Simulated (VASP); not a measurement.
Here is the system:

```yaml
crystal:
  lattice:
    - [0.00000, 2.27706, 2.27706]
    - [2.27706, 0.00000, 2.27706]
    - [2.27706, 2.27706, 0.00000]
  atoms:
    - { symbol: Zr, position: [0.00000, 0.00000, 0.00000] }
    - { symbol: N, position: [0.50000, 0.50000, 0.50000] }
```

All values below come from PBEsol GGA, VASP's PBE PAW potentials (set 64) (plane waves; VASP). Numerical set-up: 520 eV cut-off, Gaussian smearing of 0.050 eV, potentials Zr_sv N.

Problem. Estimate the band gap (along the path) with the smallest direct gap where there is one.

Solution. 
```json
{
 "band gap (along the path)": "none (metal, semimetal or under 0.01 eV)"
}
```

Only differences to runs with the same potentials and settings are physical.

The compound is ZrN in the rock salt structure. It was relaxed first. The electron count is odd and the run is not spin-polarised, which forces a metal.
